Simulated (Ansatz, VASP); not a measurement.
## One calculation of ScB2, two programs

The input INCAR:

```
ALGO = Normal ; EDIFF = 1E-7
EDIFFG = -0.05 ; ENCUT = 600
IBRION = 2 ; ISIF = 3
ISMEAR = 0 ; LASPH = T
LCHARG = F ; LREAL = F
LWAVE = F ; NELM = 100
NSW = 100 ; PREC = Accurate
SIGMA = 0.1
```

KPOINTS

```
k-points
0
Gamma
  9 9 6
```

File POSCAR:

```
ScB2
1.0
    3.1500000000      0.0000000000      0.0000000000
   -1.5750000000      2.7279800219      0.0000000000
    0.0000000000      0.0000000000      3.5200000000
Sc B
1 2
Direct
    0.0000000000      0.0000000000      0.0000000000
    0.3333333333      0.6666666667      0.5000000000
    0.6666666667      0.3333333333      0.5000000000
```

Input for Ansatz:

```yaml
crystal:
  lattice:
    - [3.15, 0.0, 0.0]
    - [-1.575, 2.7279800219, 0.0]
    - [0.0, 0.0, 3.52]
  atoms:
    - { symbol: Sc, position: [0.0, 0.0, 0.0] }
    - { symbol: B, position: [0.3333333333, 0.6666666667, 0.5] }
    - { symbol: B, position: [0.6666666667, 0.3333333333, 0.5] }
basis:
  ecutwfc: 420
kpoints:
  mp_grid: { grid: [9, 9, 6] }
hamiltonian:
  xc: lda
scf:
  occupations: { method: gaussian, width: 0.1 }
output:
  forces: true
  stress: true
  eigenvalues: true
relax:
  adjacent_minimum: "off"
  f_tol: 0.05
  max_steps: 80
  cell: { stress_tol: 0.5 }
```

Alike in both runs: task relaxation of cell and atoms; functional LDA; k mesh 9 × 9 × 6; occupations gaussian, width 0.1 eV; no spin polarisation.

|  | VASP | Ansatz |
| --- | --- | --- |
| version | VASP 6.6.1 | Ansatz 0.2.0 |
| potentials or method | VASP PAW LDA potentials, release 64 (Sc_sv, B) | scalar-relativistic, plane waves, PAW |
| plane-wave cutoff (eV) | 600 | 420 |
| valence electrons in the cell | 17 | 17 |

Ansatz gave:

| Item | Value |
| --- | --- |
| gap on the k mesh at the Fermi level, each at its own relaxed structure (eV) | none |
| relaxed volume (Å³/atom) | 9.59 |
| relaxed cell length with the largest relative difference (Å) | 3.462 |
| energy change over the relaxation (meV/atom) | -16 |

Problem. Which values does VASP return?

Solution. gap on the k mesh at the Fermi level, each at its own relaxed structure (eV): none; relaxed volume (Å³/atom): 9.62; relaxed cell length with the largest relative difference (Å): 3.473; energy change over the relaxation (meV/atom): -14.

A gap of «none» marks a metal or a gap that the smearing closes.

 Zero-point motion and thermal expansion aren't in these numbers. LDA usually gives volumes a few per cent too small.
